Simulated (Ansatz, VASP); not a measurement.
# H2W2NO2 (W2N(OH)2 MXene monolayer): VASP beside Ansatz, part 2 of 2

Wanted: the spread between two codes on one cell, functional and k mesh. The cell is taken from a series of runs on this material, whose earlier steps may have relaxed, scaled, displaced or heated it; both programs get it as it stands.

VASP 6.6.1 and Ansatz 0.2.0.

So far: Starting point; Ansatz: single point, PBE with D3(BJ).

## (3) VASP: single point, PBE with D3(BJ)

Level of this step: PBE with D3(BJ), no spin polarisation; plane waves and PAW (H, O, W, N) (VASP).

The same cell, functional, mesh and smearing now go to VASP, with its own data sets.

Lines of VASP's logs that name or quote its potential files are left out, and so is its time.

Contents of INCAR:

```
SYSTEM = H2W2NO2
PREC = Accurate
ENCUT = 520
EDIFF = 1E-06
NELM = 120
ISMEAR = -1
SIGMA = 0.02585
LREAL = .FALSE.
ALGO = Normal
GGA = PE
IVDW = 12
NBANDS = 22
LASPH = .TRUE.
LORBIT = 11
LWAVE = .FALSE.
LCHARG = .FALSE.
ISIF = 2
LDIPOL = .TRUE.
IDIPOL = 3
DIPOL = 0.5 0.5 0.5
LVHAR = .TRUE.
GGA_COMPAT = .FALSE.
NELMDL = -8
KPAR = 2
```

Contents of POSCAR:

```
H2W2NO2
1.0
    2.7958585466      0.0000000000      0.0000000000
   -1.3979292733      2.4212845268      0.0000000000
    0.0000000000      0.0000000000     25.8720271519
H O W N
2 2 2 1
Direct
    0.3333333333      0.6666666667      0.3478660542
    0.6666666667      0.3333333333      0.6521339458
    0.3333333333      0.6666666667      0.3859257446
    0.6666666667      0.3333333333      0.6140742554
    0.6666666667      0.3333333333      0.4424346440
    0.3333333333      0.6666666667      0.5575653560
    0.0000000000      0.0000000000      0.5000000000
```

Contents of KPOINTS:

```
Automatic mesh
0
Gamma
18 18 1
0 0 0
```

Potentials, in the order of the species: H, O, W and N (PBE family, release 64).

Launch:

```console
$ mpirun -np 2 vasp_std
```

Numbers of over 12 decimals in the logs are rounded to 6 here.

Log:

```text
[banner, memory and clock lines left out]
running    2 mpi-ranks, on    1 nodes
 distrk:  each k-point on    1 cores,    2 groups
 distr:  one band on    1 cores,    1 groups

 POSCAR found type information on POSCAR H O W N
 POSCAR found :  4 types and       7 ions
 LDA part: xc-table for (Slater+PW92), standard interpolation
 POSCAR, INCAR and KPOINTS ok, starting setup
 FFT: planning ... GRIDC
 FFT: planning ... GRID_SOFT
 FFT: planning ... GRID
 WAVECAR not read
 entering main loop
       N       E                     dE             d eps       ncg     rms          rms(c)
DAV:   1     0.252809128385E+03    0.25281E+03   -0.12947E+04  1628   0.113E+03
DAV:   2    -0.291082660755E+02   -0.28192E+03   -0.26885E+03  2372   0.297E+02
DAV:   3    -0.602373335629E+02   -0.31129E+02   -0.30441E+02  2072   0.106E+02
DAV:   4    -0.613044319775E+02   -0.10671E+01   -0.10466E+01  2418   0.204E+01
DAV:   5    -0.613281417838E+02   -0.23710E-01   -0.22851E-01  2150   0.253E+00
DAV:   6    -0.613289044641E+02   -0.76268E-03   -0.76162E-03  2386   0.391E-01
DAV:   7    -0.613289258918E+02   -0.21428E-04   -0.21426E-04  2196   0.593E-02
DAV:   8    -0.613289266209E+02   -0.72909E-06   -0.72903E-06  2122   0.102E-02    0.421E+01
DAV:   9    -0.547850346476E+02    0.65439E+01   -0.32869E+01  2196   0.351E+01    0.169E+01
DAV:  10    -0.543686839335E+02    0.41635E+00   -0.24887E+00  2308   0.122E+01    0.990E+00
DAV:  11    -0.543215490023E+02    0.47135E-01   -0.71588E-01  2346   0.603E+00    0.254E+00
DAV:  12    -0.542834703458E+02    0.38079E-01   -0.24702E-01  2370   0.308E+00    0.418E-01
DAV:  13    -0.542826534735E+02    0.81687E-03   -0.57344E-02  2120   0.132E+00    0.313E-01
DAV:  14    -0.542804392781E+02    0.22142E-02   -0.58638E-03  2158   0.487E-01    0.185E-01
DAV:  15    -0.542804022367E+02    0.37041E-04   -0.14107E-03  2112   0.217E-01    0.460E-02
DAV:  16    -0.542802518484E+02    0.15039E-03   -0.37373E-04  2456   0.117E-01    0.196E-02
DAV:  17    -0.542802322359E+02    0.19612E-04   -0.36620E-05  2080   0.361E-02    0.103E-02
DAV:  18    -0.542802062685E+02    0.25967E-04   -0.51584E-05  2160   0.278E-02    0.677E-03
DAV:  19    -0.542802058639E+02    0.40458E-06   -0.42775E-05  2060   0.189E-02    0.392E-03
DAV:  20    -0.542802068526E+02   -0.98872E-06   -0.23683E-05  1950   0.105E-02    0.233E-03
DAV:  21    -0.542802081502E+02   -0.12975E-05   -0.15358E-06  1468   0.518E-03    0.250E-03
DAV:  22    -0.542802094434E+02   -0.12932E-05   -0.44119E-07  1354   0.344E-03    0.200E-03
DAV:  23    -0.542802104529E+02   -0.10095E-05   -0.43451E-07  1276   0.318E-03    0.179E-03
DAV:  24    -0.542802113054E+02   -0.85255E-06   -0.31335E-07  1192   0.257E-03
   1 F= -.55752322E+02 E0= -.55749238E+02  d E =-.616913E-02
```

OUTCAR, selected parts (step 3):

```text
ion  position               nearest neighbor table
   1  0.333  0.667  0.348-   3 0.98
   2  0.667  0.333  0.652-   4 0.98
   3  0.333  0.667  0.386-   1 0.98   5 2.18   5 2.18   5 2.18
   4  0.667  0.333  0.614-   2 0.98   6 2.18   6 2.18   6 2.18
   5  0.667  0.333  0.442-   3 2.18   3 2.18   3 2.18   7 2.20   7 2.20   7 2.20   6 3.39   6 3.39
                             6 3.39
   6  0.333  0.667  0.558-   4 2.18   4 2.18   4 2.18   7 2.20   7 2.20   7 2.20   5 3.39   5 3.39
                             5 3.39
   7  0.000  0.000  0.500-   5 2.20   6 2.20   5 2.20   6 2.20   5 2.20   6 2.20

  LATTYP: Found a hexagonal cell.
 ALAT       =     2.7958585466
 C/A-ratio  =     9.2536967521

 Subroutine GETGRP returns: Found 12 space group operations
 (whereof 12 operations were pure point group operations)

The static configuration has the point symmetry D_3d.

 Found     37 irreducible k-points:

   k-points           NKPTS =     37   k-points in BZ     NKDIM =     37   number of bands    NBANDS=     22

   dimension x,y,z NGX =    24 NGY =   24 NGZ =  192
   dimension x,y,z NGXF=    48 NGYF=   48 NGZF=  384

   ENCUT  =  520.0 eV  38.22 Ry    6.18 a.u.   5.20  5.20 48.10*2*pi/ulx,y,z

   NELECT =      31.0000    total number of electrons

 k-points in reciprocal lattice and weights: Automatic mesh
   0.00000000  0.00000000  0.00000000       0.003
   0.05555556 -0.00000000  0.00000000       0.019
   0.11111111 -0.00000000  0.00000000       0.019
   0.16666667  0.00000000  0.00000000       0.019
   0.22222222 -0.00000000  0.00000000       0.019
   0.27777778 -0.00000000  0.00000000       0.019
   0.33333333 -0.00000000  0.00000000       0.019
   0.38888889 -0.00000000  0.00000000       0.019
   0.44444444 -0.00000000  0.00000000       0.019
[...]
0.33333333  0.27777778  0.00000000       0.037
   0.33333333  0.33333333  0.00000000       0.006

 dipolmoment           0.000000      0.000000     -0.000000 electrons x Angstroem

 average (electrostatic) potential at core
       1 -41.3097       2 -41.3097       3 -77.6574       4 -77.6574       5 -46.0264
       6 -46.0264       7 -69.2378

 E-fermi :   0.9825

 k-point     1 :       0.0000    0.0000    0.0000
  band No.  band energies     occupation
    ...
     16      -0.3215      2.00000
     17       0.7229      1.99991
     18       0.7595      1.99964
     19       0.8267      1.99520
     20       0.8267      1.99520
     21       2.3164      0.00000
     22       2.3164      0.00000

 k-point     2 :       0.0556   -0.0000    0.0000
  band No.  band energies     occupation
    ...
     16      -0.2358      2.00000
     17       0.7035      1.99996
     18       0.8015      1.99818
     19       0.8438      1.99071
     20       0.8932      1.93872
     21       2.3431      0.00000
     22       2.3554      0.00000

 k-point     3 :       0.1111   -0.0000    0.0000
  band No.  band energies     occupation
    ...
     14      -1.1553      2.00000
     15      -0.3911      2.00000
     16       0.0229      2.00000
     17       0.4434      2.00000
     18       0.9603      1.40598
     19       1.0903      0.03052
     20       1.0928      0.02773
     21       2.4582      0.00000
     22       2.4909      0.00000

 Edisp (eV)   -1.47211

  Total      -0.57480    -0.57480    -0.00174     0.00000    -0.00000     0.00000
  in kB      -5.25819    -5.25819    -0.01590     0.00000    -0.00000     0.00000
  external pressure =       -3.51 kB  Pullay stress =        0.00 kB

  energy-cutoff  :      520.00
  volume of cell :      175.14
      direct lattice vectors                 reciprocal lattice vectors
     2.795858547  0.000000000  0.000000000     0.357671886  0.206501960  0.000000000
    -1.397929273  2.421284527  0.000000000     0.000000000  0.413003920  0.000000000
     0.000000000  0.000000000 25.872027152     0.000000000  0.000000000  0.038651784

 POSITION                                       TOTAL-FORCE (eV/Angst)
 -----------------------------------------------------------------------------------
     -0.00000      1.61419      9.00000        -0.000000     -0.000000     -0.052754
      1.39793      0.80709     16.87203        -0.000000      0.000000      0.052754
     -0.00000      1.61419      9.98468         0.000000     -0.000000      0.050882
      1.39793      0.80709     15.88735         0.000000      0.000000     -0.050882
      1.39793      0.80709     11.44668        -0.000000     -0.000000      0.001881
     -0.00000      1.61419     14.42535        -0.000000      0.000000     -0.001881
      0.00000      0.00000     12.93601        -0.000000      0.000000      0.000000
 -----------------------------------------------------------------------------------
    total drift:                                0.000000     -0.000000      0.000000

  FREE ENERGIE OF THE ION-ELECTRON SYSTEM (eV)
  ---------------------------------------------------
  free  energy   TOTEN  =       -55.7523224550 eV

  energy  without entropy=      -55.7461533262  energy(sigma->0) =      -55.74923789

 vacuum level on the upper side and lower side of the slab         3.635         3.635

 total charge
# of ion       s       p       d       tot
------------------------------------------
    1        0.596   0.115   0.000   0.711
    2        0.596   0.115   0.000   0.711
    3        1.550   3.582   0.000   5.131
    4        1.550   3.582   0.000   5.131
    5        0.539   0.650   4.323   5.512
    6        0.539   0.650   4.323   5.512
    7        1.220   2.528   0.000   3.747
--------------------------------------------------
tot          6.588  11.221   8.647  26.456

[... 3 further parts left out ...]
```

This run has no spin polarisation, so a moment on W, if there is one, isn't seen. Its electron count is odd, so without a moment it is a metal by construction. The data set W keeps the semicore shell frozen, which is cheaper and a little less accurate.

## (4) Comparison

Known differences besides the potentials themselves: the data sets hold 47 valence electrons in Ansatz (on its PAW soft_1 files) and 31 in VASP; the cutoff is 420 eV in Ansatz and 520 eV in VASP. Total energies have different zeros and are not compared.

The two programs side by side:

| quantity | Ansatz | VASP | difference |
| --- | --- | --- | --- |
| work function, lower of the two faces (eV) | 2.67 | 2.65 | +0.01 |
| work function, higher of the two faces (eV) | 2.67 | 2.65 | +0.01 |

With vacuum in the cell, a pressure given here is an average over mostly empty space and none of the material.

## (5) What came out

| Item | Value |
| --- | --- |
| difference in work function, higher of the two faces (single point, PBE with D3(BJ)) | 0.013 eV |

**Reading.** The difference in work function, higher of the two faces is 0.013 eV (single point, PBE with D3(BJ)). The data sets hold unlike numbers of valence electrons (47 in Ansatz and 31 in VASP), so part of the differences comes from the potentials. Such differences can come from data sets, numerical settings and the points named under the comparisons, not from the functional's error against experiment.

[Lines on the potential files, build, host, timing and source positions are cut from VASP's logs without a mark.]

[Logs are printed without paths, hosts, clocks, repeated set-up lines and the standing remarks that a program may print on its own settings, such as how far it seeks lower states.]

[Hosts, paths, dates, database ids (printed as entryN), source tags and the programs' standing remarks are cut or masked in the printed files.]
